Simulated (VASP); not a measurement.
Given:

```
CELL_PARAMETERS angstrom
      0.00000     2.76183     2.76183
      2.76183     0.00000     2.76183
      2.76183     2.76183     0.00000
ATOMIC_POSITIONS crystal
  Ag 0.00000 0.00000 0.00000
  Cl 0.50000 0.50000 0.50000
```

Calculation: rev-vdW-DF2, VASP's PBE PAW potentials (set 64) (plane waves; VASP 6.6.1). Run with 520 eV cut-off, 8×8×8 Γ-centred mesh, Gaussian smearing of 0.050 eV, potentials Ag Cl.

Question: Estimate the energy per atom (σ→0), band gap (on the k-mesh) with the smallest direct gap where there is one.

Answer: 
- band gap (on the k-mesh) = 0.82 eV
- smallest direct gap (on the k-mesh) = 3.15 eV
- energy per atom (σ→0) = -0.640 eV/atom

Only differences to runs with the same potentials and settings are physical.

The compound is AgCl in the rock salt structure. It was relaxed first.
